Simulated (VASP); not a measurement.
Given:

```
CELL_PARAMETERS angstrom
      0.00000     3.25890     3.25890
      3.25890     0.00000     3.25890
      3.25890     3.25890     0.00000
ATOMIC_POSITIONS crystal
  Mg 0.25000 0.25000 0.25000
  Mg 0.75000 0.75000 0.75000
  Ge 0.00000 0.00000 0.00000
```

Calculation: PBE GGA, VASP's PBE PAW potentials (set 64) (plane waves; VASP). Numerical set-up: 400 eV cut-off, 5×5×5 Γ-centred mesh, Gaussian smearing of 0.050 eV, potentials Mg Ge_d.

Task: What does the run give for the energy per atom (σ→0), pressure?

Result: 
```json
{
  "energy per atom (σ→0)": "-2.757 eV/atom",
  "pressure": "-2.42 GPa"
}
```

Only differences to runs with the same potentials and settings are physical.

The compound is Mg2Ge in the antifluorite structure. The cell was not relaxed at this level.
